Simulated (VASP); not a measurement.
CsSi2:

```
Cs Si
1.0
     6.37157    0.00000    0.00000
    -3.18578    5.51794    0.00000
     0.00000    0.00000    4.47866
Cs Si
1 2
Direct
  0.00000 0.00000 0.00000
  0.66667 0.33333 0.25039
  0.66667 0.33333 0.74961
```

The cell was built by a generator and needn't be a form met in nature.

- Program: VASP 6.6.1
- Task: relaxation of cell and atoms
- Functional: vdW-DF-cx
- Potentials or basis: VASP PAW PBE potentials, release 64 (Cs_sv, Si)
- Cutoff: 600 eV
- k mesh: 5 × 5 × 6
- Occupations: fermi-dirac, width 0.05 eV
- Spin: no spin polarisation

At the start: pressure -1.0 GPa; volume 52.49 Å³/atom.

How do energy, volume and symmetry change on relaxing?

Over 15 steps the energy falls by 15.6 meV/atom and the volume is 49.15 Å³/atom (-6.4 %); space group P-6m2 (No. 187, to 0.05 Å).

Step by step:
```tsv
step	energy change (eV)	largest force (eV/Å)	pressure (GPa)	volume (Å³)
1	0.0000	0.1575	-0.97	157.46
2	-0.0390	0.4018	0.02	150.30
3	-0.0405	0.3370	-0.19	151.20
4	-0.0410	0.3195	0.22	148.37
5	-0.0440	0.0054	0.01	149.71
6	-0.0452	0.1181	-0.21	149.33
7	-0.0455	0.0825	-0.15	149.44
8	-0.0463	0.0244	-0.10	148.49
9	-0.0464	0.0613	-0.09	148.17
10	-0.0466	0.0035	0.04	147.23
11	-0.0466	0.0133	0.02	147.46
12	-0.0466	0.0156	0.01	147.50
13	-0.0466	0.0146	0.00	147.48
14	-0.0467	0.0162	-0.01	147.44
15	-0.0467	0.0035	0.00	147.46
```

Final structure:
```xyz
3
Lattice="6.2526 0.0000 0.0000 -3.1263 5.4149 0.0000 0.0000 0.0000 4.3553" Properties=species:S:1:pos:R:3 pbc="T T T"
Cs   -3.1263    5.4148    0.0000
Si    3.1263    1.8049    1.0898
Si    3.1263    1.8049    3.2655
```

Caveat: the PAW data sets were made with another functional, which shifts forces and pressure a little.
